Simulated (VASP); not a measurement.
Output of a VASP run:

### OSZICAR
```
       N       E                     dE             d eps       ncg     rms          rms(c)
DAV:   1     0.163006295636E+03    0.16301E+03   -0.18213E+04  2008   0.154E+03
DAV:   2    -0.451967749189E+02   -0.20820E+03   -0.20107E+03  2724   0.320E+02
DAV:   3    -0.519291731697E+02   -0.67324E+01   -0.67152E+01  2400   0.623E+01
DAV:   4    -0.519806867798E+02   -0.51514E-01   -0.51458E-01  2360   0.615E+00
DAV:   5    -0.519812552650E+02   -0.56849E-03   -0.56842E-03  2324   0.628E-01    0.170E+01
DAV:   6    -0.479622206707E+02    0.40190E+01   -0.15634E+01  2240   0.278E+01    0.818E+00
DAV:   7    -0.479427086773E+02    0.19512E-01   -0.45118E-01  2380   0.471E+00    0.300E+00
DAV:   8    -0.479414547473E+02    0.12539E-02   -0.18024E-02  2276   0.139E+00    0.101E+00
DAV:   9    -0.479442579899E+02   -0.28032E-02   -0.63401E-03  2356   0.853E-01    0.315E-01
DAV:  10    -0.479444731577E+02   -0.21517E-03   -0.64341E-04  2372   0.216E-01    0.441E-02
DAV:  11    -0.479444389951E+02    0.34163E-04   -0.15725E-04  2316   0.950E-02    0.594E-03
DAV:  12    -0.479444406220E+02   -0.16269E-05   -0.85247E-06  2372   0.222E-02    0.589E-03
DAV:  13    -0.479444405456E+02    0.76375E-07   -0.14075E-06  2364   0.922E-03    0.376E-03
DAV:  14    -0.479444405999E+02   -0.54315E-07   -0.51941E-08  1352   0.196E-03
   1 F= -.47944441E+02 E0= -.47944441E+02  d E =0.000000E+00
```

**OUTCAR**
```
------------------------ aborting loop because EDIFF is reached ----------------------------------------
  FORCE on cell =-STRESS in cart. coord.  units (eV):
  Direction    XX          YY          ZZ          XY          YZ          ZX
  --------------------------------------------------------------------------------------
  Total        0.0415815      0.0415815     -0.0325644     -0.0000000      0.0000000      0.0000000
  in kB        1.4119152      1.4119152     -1.1057369     -0.0000000      0.0000000      0.0000000
  external PRESSURE =       0.5726979 kB  Pullay stress =       0.0000000 kB
  volume of cell :       47.18
      direct lattice vectors                 reciprocal lattice vectors
     4.195603763  0.000000000  0.000000000     0.238344719  0.000000000  0.000000000
     0.000000000  4.195603763  0.000000000     0.000000000  0.238344719  0.000000000
     0.000000000  0.000000000  2.680485024     0.000000000  0.000000000  0.373066811
 POSITION                                       TOTAL-FORCE (eV/Angst)
 -----------------------------------------------------------------------------------
      0.00000      0.00000      0.00000         0.000000      0.000000      0.000000
      2.09780      2.09780      1.34024         0.000000      0.000000      0.000000
      1.28425      1.28425      0.00000        -0.009630     -0.009630      0.000000
      3.38205      0.81355      1.34024        -0.009630      0.009630     -0.000000
      0.81355      3.38205      1.34024         0.009630     -0.009630      0.000000
      2.91136      2.91136      0.00000         0.009630      0.009630     -0.000000
 -----------------------------------------------------------------------------------
    total drift:                                0.000000     -0.000000      0.000000
  FREE ENERGIE OF THE ION-ELECTRON SYSTEM (eV)
  ---------------------------------------------------
  free  energy   TOTEN  =       -47.9444405999 eV

  energy  without entropy=      -47.9444405999  energy(sigma->0) =      -47.94444060

 total charge

# of ion       s       p       d       tot
------------------------------------------
    1        0.590   0.873   0.000   1.463
    2        0.590   0.873   0.000   1.463
    3        1.546   3.668   0.000   5.213
    4        1.546   3.668   0.000   5.213
    5        1.546   3.668   0.000   5.213
    6        1.546   3.668   0.000   5.213
--------------------------------------------------
tot          7.362  16.417   0.000  23.779

 Electric field gradients after diagonalization (V/A^2)
 (convention: |V_zz| > |V_xx| > |V_yy|)
----------------------------------------------------------------------
 ion       V_xx      V_yy      V_zz     asymmetry (V_yy - V_xx)/ V_zz
----------------------------------------------------------------------
   1     -17.147    -3.124    20.271       0.692
   2     -17.147    -3.124    20.271       0.692
   3      62.512    46.719  -109.231       0.145
   4      62.512    46.719  -109.231       0.145
   5      62.512    46.719  -109.231       0.145
   6      62.512    46.719  -109.231       0.145
```
(Selected blocks of OUTCAR.)

POSCAR:
```
SiO2
1
    4.1956037626    -0.0000000000     0.0000000000
    0.0000000000     4.1956037626     0.0000000000
    0.0000000000     0.0000000000     2.6804850245
Si O
2 4
Direct
  1.0000000000   1.0000000000   0.0000000000
  0.5000000000   0.5000000000   0.5000000000
  0.3060938280   0.3060938280   0.0000000000
  0.8060938280   0.1939061720   0.5000000000
  0.1939061720   0.8060938280   0.5000000000
  0.6939061720   0.6939061720   1.0000000000
```

Q: Reconstruct the remaining input files.

A: This is not unique; one that fits is the input of the run itself, AM05 GGA, plane waves, VASP's PBE PAW potentials (set 64).

**INCAR**
```
ALGO  =  Normal
EDIFF  =  1E-7
ENCUT  =  520
GGA  =  AM
ISIF  =  2
ISMEAR  =  -5
LASPH  =  T
LCHARG  =  T
LEFG  =  T
LORBIT  =  11
LREAL  =  F
LWAVE  =  F
NEDOS  =  601
NELM  =  100
PREC  =  Accurate
SYSTEM  =  SiO2
```

KPOINTS:
```
Automatic mesh
0
Gamma
6 6 9
0 0 0
```

POTCAR, in this order: Si O (PBE.64 set). Program: vasp_std.

The compound is SiO2 in the rutile structure, stishovite, a high-pressure form. It was relaxed first.
